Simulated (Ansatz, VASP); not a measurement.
# Two plane-wave programs on Y3As

```xyz
4
Lattice="4.6607 0.0000 0.0000 0.0000 4.6607 0.0000 0.0000 0.0000 4.6607" Properties=species:S:1:pos:R:3 pbc="T T T"
Y     0.0000    2.3304    2.3304
Y     2.3304    0.0000    2.3304
Y     2.3304    2.3304    0.0000
As    0.0000    0.0000    0.0000
```

Change from the starting cell: species swapped into the NdTl3 type (Pm-3m, No. 221).

Alike in both runs: functional PBE; k mesh 10 × 10 × 10; occupations gaussian, width 0.1 eV; no spin polarisation.

Ansatz relaxed the structure, and its values are those at the end. VASP's run is a single point on that final structure, the one shown.

|  | VASP | Ansatz |
| --- | --- | --- |
| version | VASP 6.6.1 | Ansatz 0.2.0 |
| potentials or method | VASP PAW PBE potentials, release 64 (Y_sv, As) | scalar-relativistic, plane waves, PAW |
| plane-wave cutoff (eV) | 520 | 420 |
| valence electrons in the cell | 38 | 48 |

|  | VASP | Ansatz | Ansatz less VASP |
| --- | --- | --- | --- |
| gap on the k mesh at the Fermi level (eV) | none | none | - |
| pressure (GPa) | -0.1 | 0.0 | +0.06 |

A gap of «none» marks a metal or a gap that the smearing closes. The two sets of potentials don't hold the same shells in valence.
